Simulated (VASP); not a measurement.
These are vdW-DF-cx, VASP's PBE PAW potentials (set 64) (plane waves; VASP) values and carry that method's errors.

Input for VASP

File POSCAR:
```
KI
1
    0.0000000000     3.5700022764     3.5700022764
    3.5700022764     0.0000000000     3.5700022764
    3.5700022764     3.5700022764     0.0000000000
K I
1 1
Direct
  0.0000000000   0.0000000000   0.0000000000
  0.5000000000   0.5000000000   0.5000000000
```

### INCAR
```
! general
SYSTEM    =  KI
PREC      =  Accurate
ENCUT     =  520   ! plane-wave cut-off (eV)
LREAL     =  F   ! projection in real space or not
LASPH     =  T   ! aspherical one-centre terms

! electronic loop
EDIFF     =  1E-7   ! SCF stop (eV)
NELM      =  100
ALGO      =  Normal
LMAXMIX   =  4   ! l cut-off of mixed one-centre charges

! smearing
ISMEAR    =  0   ! Gaussian
SIGMA     =  0.05

! functional
GGA       =  CX
LUSE_VDW  =  T
AGGAC     =  0.0

! ions
ISIF      =  2   ! forces and stress, cell fixed

! output
LWAVE     =  F
LCHARG    =  F
```

**KPOINTS**
```
Automatic mesh
0
Gamma
7 7 7
0 0 0
```

POTCAR, in this order: K_sv I (PBE.64 set). Program: vasp_std.

The resulting files:

**OUTCAR**
```
 ion  position               nearest neighbor table
   1  0.000  0.000  0.000-   2 3.57   2 3.57   2 3.57   2 3.57   2 3.57   2 3.57
   2  0.500  0.500  0.500-   1 3.57   1 3.57   1 3.57   1 3.57   1 3.57   1 3.57
  LATTYP: Found a face centered cubic cell.
 ALAT       =     7.1400045528
 Subroutine PRICEL returns:
 Original cell was already a primitive cell.
 Subroutine GETGRP returns: Found 48 space group operations
The static configuration has the point symmetry O_h .
The dynamic configuration has the point symmetry O_h .
 Subroutine INISYM returns: Found 48 space group operations
 Subroutine IBZKPT returns following result:
 Found     20 irreducible k-points:

 Following reciprocal coordinates:
            Coordinates               Weight
  0.000000  0.000000  0.000000      1.000000
  0.142857  0.000000  0.000000      8.000000
  0.285714  0.000000  0.000000      8.000000
  0.428571  0.000000  0.000000      8.000000
  0.142857  0.142857  0.000000      6.000000
  0.285714  0.142857  0.000000     24.000000
  0.428571  0.142857  0.000000     24.000000
 -0.428571  0.142857  0.000000     24.000000
 -0.285714  0.142857  0.000000     24.000000
...
```

OSZICAR:
```
       N       E                     dE             d eps       ncg     rms          rms(c)
DAV:   1     0.986167317597E+02    0.98617E+02   -0.67010E+03   480   0.114E+03
DAV:   2     0.458161916988E+01   -0.94035E+02   -0.88619E+02   596   0.248E+02
DAV:   3    -0.119423780824E+01   -0.57759E+01   -0.57553E+01   612   0.569E+01
DAV:   4    -0.151922202587E+01   -0.32498E+00   -0.32456E+00   908   0.114E+01
DAV:   5    -0.152010254677E+01   -0.88052E-03   -0.88050E-03   600   0.681E-01    0.283E+00
DAV:   6    -0.144035551049E+01    0.79747E-01   -0.12861E-01   584   0.237E+00    0.203E+00
DAV:   7    -0.144459510710E+01   -0.42396E-02   -0.14054E-01   588   0.222E+00    0.759E-01
DAV:   8    -0.145288463218E+01   -0.82895E-02   -0.16212E-02   568   0.104E+00    0.135E-01
DAV:   9    -0.145396064358E+01   -0.10760E-02   -0.18425E-03   636   0.286E-01    0.683E-02
DAV:  10    -0.145422954067E+01   -0.26890E-03   -0.30049E-04   576   0.131E-01    0.176E-02
DAV:  11    -0.145428046725E+01   -0.50927E-04   -0.77253E-05   596   0.590E-02    0.166E-02
DAV:  12    -0.145428813119E+01   -0.76639E-05   -0.10362E-05   588   0.227E-02    0.110E-02
DAV:  13    -0.145428938890E+01   -0.12577E-05   -0.17696E-06   604   0.822E-03    0.433E-03
DAV:  14    -0.145428953009E+01   -0.14120E-06   -0.88141E-07   564   0.560E-03    0.137E-03
DAV:  15    -0.145428961330E+01   -0.83208E-07   -0.40906E-08   452   0.144E-03
   1 F= -.14542896E+01 E0= -.14542896E+01  d E =-.204296E-16
```

### OUTCAR
```
------------------------ aborting loop because EDIFF is reached ----------------------------------------
  FORCE on cell =-STRESS in cart. coord.  units (eV):
  Direction    XX          YY          ZZ          XY          YZ          ZX
  --------------------------------------------------------------------------------------
  Total       -0.1896095     -0.1896095     -0.1896095     -0.0000000      0.0000000      0.0000000
  in kB       -3.3383751     -3.3383751     -3.3383751     -0.0000000      0.0000000      0.0000000
  external PRESSURE =      -3.3383751 kB  Pullay stress =       0.0000000 kB
  volume of cell :       91.00
      direct lattice vectors                 reciprocal lattice vectors
     0.000000000  3.570002276  3.570002276    -0.140055933  0.140055933  0.140055933
     3.570002276  0.000000000  3.570002276     0.140055933 -0.140055933  0.140055933
     3.570002276  3.570002276  0.000000000     0.140055933  0.140055933 -0.140055933
  FREE ENERGIE OF THE ION-ELECTRON SYSTEM (eV)
  ---------------------------------------------------
  free  energy   TOTEN  =        -1.4542896133 eV

  energy  without entropy=       -1.4542896133  energy(sigma->0) =       -1.45428961
```
(Selected blocks of OUTCAR.)

**OUTCAR**
```
 val. band max:       -0.6108228498   @ k =   0.0000   0.0000   0.0000

 cond. band min:       3.3488077562   @ k =   0.0000   0.0000   0.0000


 Fermi energy:        -0.3364037885

 k-point     1 :       0.0000    0.0000    0.0000
  band No.  band energies     occupation
      1     -29.0510      2.00000
      2     -12.6013      2.00000
      3     -12.6013      2.00000
      4     -12.6013      2.00000
      5     -11.0829      2.00000
      6      -0.6108      2.00000
      7      -0.6108      2.00000
      8      -0.6108      2.00000
      9       3.3488      0.00000
     10       5.9353      0.00000
     11       5.9353      0.00000
     12       5.9353      0.00000

 k-point     2 :       0.1429    0.0000    0.0000
  band No.  band energies     occupation
      1     -29.0507      2.00000
      2     -12.6272      2.00000
      3     -12.6017      2.00000
      4     -12.6017      2.00000
      5     -11.0357      2.00000
      6      -0.9127      2.00000
      7      -0.6736      2.00000
      8      -0.6736      2.00000
      9       3.8128      0.00000
     10       5.8521      0.00000
     11       6.1470      0.00000
     12       6.1470      0.00000

 k-point     3 :       0.2857    0.0000    0.0000
  band No.  band energies     occupation
      1     -29.0500      2.00000
      2     -12.6808      2.00000
      3     -12.6026      2.00000
      4     -12.6026      2.00000
      5     -10.9330      2.00000
      6      -1.4507      2.00000
      7      -0.8067      2.00000
      8      -0.8067      2.00000
      9       4.5769      0.00000
     10       6.1278      0.00000
     11       6.6805      0.00000
     12       6.6805      0.00000

 k-point     4 :       0.4286    0.0000    0.0000
  band No.  band energies     occupation
      1     -29.0494      2.00000
      2     -12.7201      2.00000
      3     -12.6033      2.00000
      4     -12.6033      2.00000
      5     -10.8533      2.00000
      6      -1.8033      2.00000
...
```

Unless said otherwise, spin-orbit coupling is left out, though it shifts the bands of the heavy elements here.

The compound is KI in the rock salt structure. This cell is one point of a volume scan, at 1.03 of the reference volume.
